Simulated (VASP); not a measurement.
```xyz
1
Lattice="-1.4147 1.4147 1.4147 1.4147 -1.4147 1.4147 1.4147 1.4147 -1.4147" Properties=species:S:1:pos:R:3 pbc="T T T"
Fe     0.0000     0.0000     0.0000
```
Starting moments (μB, in the order of the record's atoms Fe): 2.1.

Method: TPSS meta-GGA, VASP's PBE PAW potentials (set 64) (plane waves; VASP). Numerical set-up: 520 eV cut-off, 18×18×18 Γ-centred mesh, first-order Methfessel-Paxton smearing of 0.10 eV, potentials Fe.

**Question.** The job: Fe (bcc), 1 atom, TPSS, static run, 520 eV, 18×18×18 Γ-centred mesh. Roughly how much core time does it take on a busy server core?

**Answer.** About 2 core-minutes (one run on a shared machine, a rough figure). It had 195 irreducible k-points, 9 bands, up to 321 plane waves and 17 electronic steps.

The compound is Fe in the bcc structure. This cell is one point of a volume scan, at 1.03 of the reference volume.
